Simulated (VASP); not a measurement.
Energy against volume of SnTe (rock salt). Calculation: PBEsol GGA, VASP's PBE PAW potentials (set 64) (plane waves; VASP). Run with 520 eV cut-off, 7×7×7 Γ-centred mesh, Gaussian smearing of 0.050 eV, potentials Sn_d Te.

| V (Å³/atom) | E (eV/atom) |
|---|---|
| 29.172 | -4.15376 |
| 30.103 | -4.16797 |
| 31.034 | -4.17246 |
| 31.965 | -4.16876 |

Question: Fit these four points and predict the energy of the run at 32.896 Å³/atom.

Answer: A cubic in V^(−2/3), the third-order Birch-Murnaghan form, passes through the four points with V0 = 31.05 Å³/atom and B0 = 47 GPa, and gives -4.1582 eV/atom there. The run gave -4.1581 eV/atom, +0.1 meV/atom from the fit; all five points give B0 = 47 GPa.

The compound is SnTe in the rock salt structure, which distorts at low temperature. It was relaxed first.
